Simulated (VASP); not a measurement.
OSZICAR of a VASP run on Li (a trial cell in the diamond structure, space group Fd-3m):

File OSZICAR:
```
       N       E                     dE             d eps       ncg     rms          rms(c)
DAV:   1     0.449396284882E+01    0.44940E+01   -0.38918E+03    14   0.788E+02
DAV:   2    -0.535568400629E+01   -0.98496E+01   -0.98496E+01    21   0.625E+01
DAV:   3    -0.656450083661E+01   -0.12088E+01   -0.12088E+01    28   0.336E+01
DAV:   4    -0.663938566487E+01   -0.74885E-01   -0.74885E-01    14   0.734E+00
DAV:   5    -0.664983402395E+01   -0.10448E-01   -0.10448E-01    21   0.186E+00    0.109E+00
DAV:   6    -0.664528732576E+01    0.45467E-02   -0.43065E-03    14   0.603E-01    0.675E-01
DAV:   7    -0.664538634552E+01   -0.99020E-04   -0.72231E-03    21   0.559E-01    0.312E-02
DAV:   8    -0.664550040810E+01   -0.11406E-03   -0.23009E-05    14   0.730E-02    0.109E-02
DAV:   9    -0.664551612355E+01   -0.15715E-04   -0.27902E-06    14   0.203E-02    0.150E-03
DAV:  10    -0.664551625240E+01   -0.12885E-06   -0.17439E-07     7   0.576E-03
   1 F= -.66455163E+01 E0= -.66455163E+01  d E =-.788852E-23
```

Q: Which electronic solver shows in the log?

A: It is blocked Davidson (ALGO = Normal, or the opening steps of other solvers). The INCAR had ALGO = Normal.

Q: Can the final energy be trusted as converged?

A: Self-consistency was reached. It stopped with EDIFF = 1E-6, NELM = 100 (PBE GGA, plane waves, VASP's PBE PAW potentials (set 64)).

The structure was generated: Li was put into the diamond type (Fd-3m), which need not be its known phase. The cell was not relaxed at this level. The k-mesh is coarse (spacing up to 1.84 per Å, 2π included), so the numbers may not be converged in it.
